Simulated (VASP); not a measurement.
# MoPt$_{2}$ (sg71): computed properties

Calculation: PBEsol GGA, VASP's PBE PAW potentials (set 64) (plane waves; VASP).

```
Property                                                                                  Result
----------------------------------  ------------------------------------------------------------
space group                                                                            Immm (71)
cell                                a = 2.7516 Å, b = 3.9191 Å, c = 8.2631 Å, α = β = γ = 90.00°
volume per atom                                                                   14.85 Å^3/atom
band gap (over mesh and band path)                      none (metal, semimetal or under 0.01 eV)
density                                                                              18.12 g/cm³
```

```cif
data_Mo2Pt4
_chemical_formula_sum 'Mo2 Pt4'
_space_group_name_H-M_alt 'Immm'
_space_group_IT_number 71
_space_group_name_Hall '-I 2 2'
_cell_length_a 2.75158
_cell_length_b 3.91915
_cell_length_c 8.26305
_cell_angle_alpha 90.000
_cell_angle_beta 90.000
_cell_angle_gamma 90.000
loop_
_atom_site_label
_atom_site_type_symbol
_atom_site_symmetry_multiplicity
_atom_site_Wyckoff_symbol
_atom_site_fract_x
_atom_site_fract_y
_atom_site_fract_z
_atom_site_occupancy
Mo1 Mo 2 a 0.00000 0.00000 0.00000 1
Pt1 Pt 4 i 0.00000 0.00000 0.33668 1
```
(The calculation used a cell of 3 atoms; values per cell refer to that cell.)

Unless said otherwise, spin-orbit coupling is left out, though it shifts the bands of the heavy elements here.

The compound is MoPt2 in the sg71 structure. It was relaxed first. Symmetry was kept, so distortions that lower it aren't found.
